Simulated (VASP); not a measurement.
VASP input:

INCAR:
```
SIGMA  =  0.1   ! width (eV)
EDIFF  =  1E-6   ! SCF stop (eV)
SYSTEM  =  CaSe
NSW  =  40
EDIFFG  =  -0.02
IBRION  =  2
PSTRESS  =  300   ! kbar
GGA  =  PS   ! PBEsol
LMAXMIX  =  4
PREC  =  Accurate
ENCUT  =  500   ! plane-wave cut-off (eV)
ISIF  =  3   ! ions, shape and volume
LWAVE  =  .FALSE.
ALGO  =  Normal
LREAL  =  .FALSE.
NELM  =  100
LASPH  =  .TRUE.   ! aspherical one-centre terms
LCHARG  =  .FALSE.
ISMEAR  =  1
```

File POSCAR:
```
CaSe
1.0
  3.3359685943   0.0000000000   0.0000000000
  0.0000000000   3.3359685943   0.0000000000
  0.0000000000   0.0000000000   3.3359685943
Ca Se
1 1
direct
  0.0000000000   0.0000000000   0.0000000000
  0.5000000000   0.5000000000   0.5000000000
```

### KPOINTS
```
Automatic mesh
0
gamma
 11 11 11
```

POTCAR, in this order: Ca_sv Se (PBE.64 set). Program: vasp_std.

Translate this PBEsol calculation to Ansatz.

One equivalent input (not run):
Ansatz 0.2 input:
```yaml
crystal:
  lattice:
    - [3.3359686, 0.0000000, 0.0000000]
    - [0.0000000, 3.3359686, 0.0000000]
    - [0.0000000, 0.0000000, 3.3359686]
  atoms:
    - { symbol: Ca, position: [0.0000000, 0.0000000, 0.0000000] }
    - { symbol: Se, position: [0.5000000, 0.5000000, 0.5000000] }
kpoints:
  mp_grid: { grid: [11, 11, 11] }
hamiltonian:
  xc: pbesol
  pseudopotentials: { kind: paw }
scf:
  occupations: { method: methfessel_paxton, width: 0.1 }
  max_iter: 100
relax:
  max_steps: 40
  f_tol: 0.02
  cell: { p_target: 30 }
output: { forces: true, stress: true, eigenvalues: true }
```
Limits of the translation: each code has its own PAW files, so the cut-off isn't converted (ENCUT is set for VASP's; basis.ecutwfc is left out, and Ansatz then takes the one that its files recommend); Ansatz stops its SCF on the density residual and VASP on the energy change (EDIFF).

The structure was generated: CaSe was put into the CsCl type type (Pm-3m), which need not be its known phase. This run relaxes it under an external pressure of 30 GPa. Symmetry was kept, so distortions that lower it aren't found.
